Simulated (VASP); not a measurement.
Consider the following.

```
AlGa3As4
1.0
    5.73695     0.00000     0.00000
    0.00000     5.73695     0.00000
    0.00000     0.00000     5.73695
Ga As Al
3 4 1
Cartesian
  0.00000   0.00000   0.00000
  2.86848   2.86848   0.00000
  2.86848   0.00000   2.86848
  1.43090   1.43758   1.43758
  4.30605   4.29938   1.43758
  4.30605   1.43758   4.29938
  1.43090   4.29938   4.29938
  0.00000   2.86848   2.86848
```

Level of theory: PBE GGA, VASP's PBE PAW potentials (set 64) (plane waves; VASP). Run with 400 eV cut-off, Gaussian smearing of 0.050 eV, potentials Ga_d As Al.

Give the energies of bands 23 to 36 at the high-symmetry points, in eV from the valence-band maximum.

| band | Γ | X | M | R |
|---|---|---|---|---|
| 23 | -2.41 | -3.53 | -4.68 | -5.69 |
| 24 | -2.41 | -3.28 | -3.08 | -1.05 |
| 25 | -2.41 | -3.21 | -3.06 | -1.05 |
| 26 | -2.40 | -3.02 | -3.06 | -1.05 |
| 27 | -2.40 | -3.02 | -3.02 | -0.98 |
| 28 | -2.40 | -1.55 | -1.09 | -0.98 |
| 29 | 0.00 | -1.55 | -1.08 | -0.95 |
| 30 | 0.00 | -1.45 | -1.08 | -0.95 |
| 31 | 0.00 | -1.45 | -1.00 | -0.95 |
| 32 | 0.56 | 2.03 | 2.60 | 0.94 |
| 33 | 1.56 | 2.23 | 2.74 | 0.94 |
| 34 | 1.56 | 3.22 | 2.74 | 0.94 |
| 35 | 1.56 | 3.28 | 3.15 | 1.89 |
| 36 | 1.59 | 4.53 | 5.45 | 4.41 |

The gap is direct, 0.56 eV, from the valence maximum at Γ to the conduction minimum at Γ.

The structure was generated: AlGa3As4 was put into an ordered model structure (P-43m), which need not be its known phase. It was relaxed first.
